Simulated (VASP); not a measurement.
Input:

```
PbO
1.0
    3.87966     0.00000     0.00000
    0.00000     3.87966     0.00000
    0.00000     0.00000    16.36593
Pb O
2 2
Direct
  0.50000   0.00000   0.57228
  0.00000   0.50000   0.42772
  0.00000   0.00000   0.50000
  0.50000   0.50000   0.50000
```

The numbers are results of PBE GGA, VASP's PBE PAW potentials (set 64) (plane waves; VASP), not measurements. Run with 400 eV cut-off, 5×5×1 Γ-centred mesh, Gaussian smearing of 0.20 eV, potentials Pb_d O.

The cell holds a wide vacuum, so values per volume refer to the whole cell. Unless said otherwise, spin-orbit coupling is left out, though it shifts the bands of the heavy elements here.

Q: Predict the energy per atom (σ→0), largest force, band gap (on the k-mesh) with the smallest direct gap where there is one.

A: 
```
Item                                         Result
-----------------------------------  --------------
band gap (on the k-mesh)                    2.85 eV
smallest direct gap (on the k-mesh)         2.85 eV
energy per atom (σ→0)                -5.321 eV/atom
largest force                            1.419 eV/Å
```

The cell is a sheet with vacuum, built from a generated structure.
